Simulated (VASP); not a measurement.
Given:

```xyz
2
Lattice="1.3589 -2.3537 0.0000 1.3589 2.3537 0.0000 0.0000 0.0000 4.7704" Properties=species:S:1:pos:R:3 pbc="T T T"
Zn     1.3589     0.7846     1.1926
Zn     1.3589    -0.7846     3.5778
```

Calculation: PBE GGA with D4 dispersion, VASP's PBE PAW potentials (set 64) (plane waves; VASP). Run with 520 eV cut-off, 16×16×8 Γ-centred mesh, first-order Methfessel-Paxton smearing of 0.10 eV, potentials Zn.

Task: The ions and cell shape at fixed volume are relaxed. Predict the relaxed structure.

Result: 
```xyz
2
Lattice="1.3356 -2.3134 0.0000 1.3356 2.3134 0.0000 0.0000 0.0000 4.9381" Properties=species:S:1:pos:R:3 pbc="T T T"
Zn     1.3356     0.7711     1.2345
Zn     1.3356    -0.7711     3.7036
```
Space group P6_3/mmc (194), at a tolerance of 0.03 Å.

Task: How much energy does the relaxation gain?

Result: The energy (σ→0) changes by -8.3 meV/atom, in 4 ionic steps.

The compound is Zn in the hcp structure. This cell is one point of a volume scan, at 1.06 of the reference volume. Symmetry was kept, so distortions that lower it aren't found.
